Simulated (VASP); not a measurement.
All values below come from PW91 GGA, VASP's PBE PAW potentials (set 64) (plane waves; VASP).

VASP ran on this input.

### KPOINTS
```
k-points along high-symmetry lines
10
Line-mode
Reciprocal
  0.000000   0.000000   0.000000 ! GAMMA
 -0.000000   0.500000   0.000000 ! M

 -0.000000   0.500000   0.000000 ! M
 -0.333333   0.666667   0.000000 ! K

 -0.333333   0.666667   0.000000 ! K
  0.000000   0.000000   0.000000 ! GAMMA

  0.000000   0.000000   0.000000 ! GAMMA
  0.000000   0.000000   0.500000 ! A

  0.000000   0.000000   0.500000 ! A
 -0.000000   0.500000   0.500000 ! L

 -0.000000   0.500000   0.500000 ! L
 -0.333333   0.666667   0.500000 ! H

 -0.333333   0.666667   0.500000 ! H
  0.000000   0.000000   0.500000 ! A

 -0.000000   0.500000   0.500000 ! L
 -0.000000   0.500000   0.000000 ! M

 -0.333333   0.666667   0.500000 ! H
 -0.333333   0.666667   0.000000 ! K
```

POSCAR:
```
Tc
1
    1.3766975308    -2.3845104694     0.0000000000
    1.3766975308     2.3845104694    -0.0000000000
   -0.0000000000     0.0000000000     4.4045550722
Tc
2
Direct
  0.3333330000   0.6666670000   0.2500000000
  0.6666670000   0.3333330000   0.7500000000
```

INCAR:
```
SYSTEM = Tc
PREC = Accurate; ENCUT = 520; LREAL = .FALSE.
LASPH = .TRUE.; ICHARG = 11
EDIFF = 1E-7; NELM = 100; ALGO = Normal
LMAXMIX = 4
ISMEAR = 0; SIGMA = 0.05
GGA = 91
LWAVE = .FALSE.; LCHARG = .FALSE.; LORBIT = 11
```

POTCAR, in this order: Tc_pv (PBE.64 set). Program: vasp_std. Read from the step before: CHGCAR.

What VASP printed:

File OSZICAR:
```
       N       E                     dE             d eps       ncg     rms          rms(c)
DAV:   1     0.310759800844E+03    0.31076E+03   -0.17070E+04  3076   0.161E+03
DAV:   2    -0.127793217567E+02   -0.32354E+03   -0.31987E+03  3397   0.455E+02
DAV:   3    -0.206653380778E+02   -0.78860E+01   -0.76905E+01  3696   0.806E+01
DAV:   4    -0.207368875896E+02   -0.71550E-01   -0.71370E-01  3255   0.771E+00
DAV:   5    -0.207378225970E+02   -0.93501E-03   -0.93432E-03  3564   0.743E-01
DAV:   6    -0.207378320299E+02   -0.94329E-05   -0.94325E-05  3435   0.800E-02
DAV:   7    -0.207378323066E+02   -0.27674E-06   -0.27676E-06  3598   0.105E-02
DAV:   8    -0.207378323135E+02   -0.68371E-08   -0.66786E-08  2329   0.159E-03
   1 F= -.20737832E+02 E0= -.20734809E+02  d E =-.604706E-02
```

OUTCAR:
```
 val. band max:       12.3566032672   @ k =  -0.3333   0.6667   0.5000

 cond. band min:      12.3827368450   @ k =  -0.3333   0.6667   0.1111



 k-point     1 :       0.0000    0.0000    0.0000
  band No.  band energies     occupation
      1     -26.8921      2.00000
      2     -25.8134      2.00000
      3     -25.8134      2.00000
      4     -25.6292      2.00000
      5     -25.6292      2.00000
      6     -25.5885      2.00000
      7       5.2462      2.00000
      8       7.1128      2.00000
      9      10.9207      2.00000
     10      10.9208      2.00000
     11      11.0111      2.00000
     12      11.6301      2.00000
     13      11.6301      2.00000
     14      12.2975      1.97344
     15      12.2976      1.97339
     16      14.2039      0.00000
     17      14.9382      0.00000

 k-point     2 :       0.0000    0.0556    0.0000
  band No.  band energies     occupation
      1     -26.8798      2.00000
      2     -25.8410      2.00000
      3     -25.8225      2.00000
      4     -25.6579      2.00000
      5     -25.6329      2.00000
      6     -25.5937      2.00000
      7       5.3617      2.00000
      8       7.2069      2.00000
      9      10.6387      2.00000
     10      11.0188      2.00000
     11      11.2597      2.00000
     12      11.5688      2.00000
     13      11.7214      2.00000
     14      12.1648      2.00000
     15      12.2189      1.99999
     16      13.4139      0.00000
     17      14.9885      0.00000

 k-point     3 :       0.0000    0.1111    0.0000
  band No.  band energies     occupation
      1     -26.8437      2.00000
      2     -25.9206      2.00000
      3     -25.8483      2.00000
      4     -25.7399      2.00000
      5     -25.6442      2.00000
      6     -25.6096      2.00000
      7       5.6952      2.00000
      8       7.4654      2.00000
      9      10.2739      2.00000
     10      11.3084      2.00000
     11      11.3650      2.00000
     12      11.6112      2.00000
...
```

The density is held fixed in this step, so its total energy and stress have no physical meaning.

The compound is Tc in the hcp structure. It was relaxed first.
